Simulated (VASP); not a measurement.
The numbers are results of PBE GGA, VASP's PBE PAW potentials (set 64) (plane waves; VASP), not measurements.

The input files of a VASP run:

**INCAR**
```
! general
SYSTEM   =  Nb
PREC     =  Accurate
ENCUT    =  500   ! plane-wave cut-off (eV)
LREAL    =  .FALSE.
LASPH    =  .TRUE.   ! aspherical one-centre terms

! electronic loop
EDIFF    =  1E-6   ! SCF stop (eV)
NELM     =  100   ! most electronic steps
ALGO     =  Normal   ! blocked Davidson
LMAXMIX  =  4   ! l cut-off of mixed one-centre charges

! smearing
ISMEAR   =  1
SIGMA    =  0.1   ! width (eV)

! functional
GGA      =  PE

! ions
IBRION   =  2   ! conjugate gradients
NSW      =  40
ISIF     =  3   ! ions, shape and volume
EDIFFG   =  -0.02

! output
LWAVE    =  .FALSE.
LCHARG   =  .FALSE.
```

POSCAR:
```
Nb
1
   -1.6544575344     1.6544575344     1.6544575344
    1.6544575344    -1.6544575344     1.6544575344
    1.6544575344     1.6544575344    -1.6544575344
Nb
1
Direct
  0.0000000000   0.0000000000   0.0000000000
```

File KPOINTS:
```
Automatic mesh
0
gamma
 15 15 15
```

POTCAR, in this order: Nb_sv (PBE.64 set). Program: vasp_std.

The resulting files:

**OSZICAR**
```
       N       E                     dE             d eps       ncg     rms          rms(c)
DAV:   1     0.111965493100E+03    0.11197E+03   -0.73589E+03  2416   0.125E+03
DAV:   2    -0.546472619239E+01   -0.11743E+03   -0.11486E+03  2600   0.440E+02
DAV:   3    -0.103911674831E+02   -0.49264E+01   -0.46478E+01  3610   0.750E+01
DAV:   4    -0.106327381555E+02   -0.24157E+00   -0.23986E+00  3382   0.154E+01
DAV:   5    -0.106448167106E+02   -0.12079E-01   -0.12070E-01  3748   0.255E+00    0.709E+00
DAV:   6    -0.102536888972E+02    0.39113E+00   -0.77463E-01  3716   0.117E+01    0.248E+00
DAV:   7    -0.102091514961E+02    0.44537E-01   -0.23654E-01  3740   0.640E+00    0.968E-01
DAV:   8    -0.102145488339E+02   -0.53973E-02   -0.12757E-02  2752   0.173E+00    0.657E-02
DAV:   9    -0.102145766421E+02   -0.27808E-04   -0.12257E-03  4116   0.414E-01    0.479E-02
DAV:  10    -0.102145963691E+02   -0.19727E-04   -0.31802E-05  2862   0.868E-02    0.152E-02
DAV:  11    -0.102145889662E+02    0.74030E-05   -0.53067E-06  2794   0.451E-02    0.247E-03
DAV:  12    -0.102145888713E+02    0.94841E-07   -0.13804E-07  1428   0.621E-03
   1 F= -.10214589E+02 E0= -.10214327E+02  d E =-.102146E+02
```

File OUTCAR:
```
------------------------ aborting loop because EDIFF is reached ----------------------------------------
  FORCE on cell =-STRESS in cart. coord.  units (eV):
  Direction    XX          YY          ZZ          XY          YZ          ZX
  --------------------------------------------------------------------------------------
  Total       -0.0002031     -0.0002031     -0.0002031      0.0000000      0.0000000      0.0000000
  in kB       -0.0179643     -0.0179643     -0.0179643      0.0000000      0.0000000      0.0000000
  external PRESSURE =      -0.0179643 kB  Pullay stress =       0.0000000 kB
  volume of cell :       18.11
      direct lattice vectors                 reciprocal lattice vectors
    -1.654457534  1.654457534  1.654457534     0.000000000  0.302213861  0.302213861
     1.654457534 -1.654457534  1.654457534     0.302213861  0.000000000  0.302213861
     1.654457534  1.654457534 -1.654457534     0.302213861  0.302213861  0.000000000
 POSITION                                       TOTAL-FORCE (eV/Angst)
 -----------------------------------------------------------------------------------
      0.00000      0.00000      0.00000         0.000000     -0.000000      0.000000
 -----------------------------------------------------------------------------------
    total drift:                                0.000000      0.000000      0.000000
  FREE ENERGIE OF THE ION-ELECTRON SYSTEM (eV)
  ---------------------------------------------------
  free  energy   TOTEN  =       -10.2145888713 eV

  energy  without entropy=      -10.2138034047  energy(sigma->0) =      -10.21432705

 reached required accuracy - stopping structural energy minimisation
```
(Selected blocks of OUTCAR.)

The compound is Nb in the bcc structure. It was relaxed first.
